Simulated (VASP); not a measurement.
Here is the system:

```
CELL_PARAMETERS angstrom
      0.00000     3.10000     3.10000
      3.10000     0.00000     3.10000
      3.10000     3.10000     0.00000
ATOMIC_POSITIONS crystal
  Ba 0.00000 0.00000 0.00000
  F  0.25000 0.25000 0.25000
  F  0.75000 0.75000 0.75000
```

These are PBE GGA, VASP's PBE PAW potentials (set 64) (plane waves; VASP) values and carry that method's errors. Settings: 400 eV cut-off, 6×6×6 Γ-centred mesh, Fermi-Dirac smearing of 0.010 eV, potentials Ba_sv F.

At this cut-off the stress carries a Pulay error, which pulls relaxed volumes low. Energy and stress use the plane-wave basis of the starting cell.

Q: The ions, cell shape and volume are relaxed. Give the cell that the relaxation ends in.

A: 
```
CELL_PARAMETERS angstrom
      0.00000     3.06291     3.06291
      3.06291     0.00000     3.06291
      3.06291     3.06291     0.00000
ATOMIC_POSITIONS crystal
  Ba 0.00000 0.00000 0.00000
  F  0.25000 0.25000 0.25000
  F  0.75000 0.75000 0.75000
```
Space group Fm-3m (225), at a tolerance of 0.03 Å.

Q: How do energy and volume change from the first to the last step?

A: The energy (σ→0) changes by -8.3 meV/atom and the volume by -3.5 %, in 3 ionic steps.

The structure is a typed BaF2 crystal (Fm-3m). This run relaxes it. Symmetry was kept, so distortions that lower it aren't found. The run is one of a series of settings (EDIFFG = -0.01, IBRION = 2, ISIF = 3, NSW = 50 against the base run), some of them coarse on purpose.
